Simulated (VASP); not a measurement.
An input for Ansatz (written as the equivalent of a VASP run, and not itself run):

Ansatz 0.2 input:
```yaml
crystal:
  lattice:
    - [0.0000000, 3.1346523, 3.1346523]
    - [3.1346523, 0.0000000, 3.1346523]
    - [3.1346523, 3.1346523, 0.0000000]
  atoms:
    - { symbol: Hg, position: [1.0000000, 0.0000000, 0.0000000] }
    - { symbol: Se, position: [0.2500000, 0.2500000, 0.2500000] }
kpoints:
  mp_grid: { grid: [10, 10, 10] }
hamiltonian:
  xc: pbe
  pseudopotentials: { kind: paw }
scf:
  occupations: { method: methfessel_paxton, width: 0.1 }
  max_iter: 100
output: { forces: true, stress: true, eigenvalues: true }
```

**Question.** Translate this input to VASP (INCAR, KPOINTS, POSCAR, choice of POTCAR).

**Answer.** One answer among several that fit: 
**INCAR**
```
SYSTEM = HgSe
PREC = Accurate
ENCUT = 480
EDIFF = 1E-7
NELM = 100
ALGO = Normal
LREAL = .FALSE.
LASPH = .TRUE.
ISMEAR = 1
SIGMA = 0.1
GGA = PE
LMAXMIX = 6
LWAVE = .FALSE.
LCHARG = .FALSE.
ISIF = 2
```

### POSCAR
```
HgSe
3.1346520
  0.0000000000   1.0000000953   1.0000000953
  1.0000000953   0.0000000000   1.0000000953
  1.0000000953   1.0000000953   0.0000000000
Hg Se
1 1
direct
  1.0000000000   0.0000000000   0.0000000000
  0.2500000000   0.2500000000   0.2500000000
```

File KPOINTS:
```
Automatic mesh
0
Gamma
10 10 10
0 0 0
```

POTCAR, in this order: Hg Se (PBE.64 set). Program: vasp_std.

The two are equivalent in intent, not identical: each code has its own PAW files, so the cut-off isn't converted (ENCUT is set for VASP's; basis.ecutwfc is left out, and Ansatz then takes the one that its files recommend); Ansatz stops its SCF on the density residual and VASP on the energy change (EDIFF).

The compound is HgSe in the zinc blende structure. It was relaxed first, which changed the volume by +10 %.
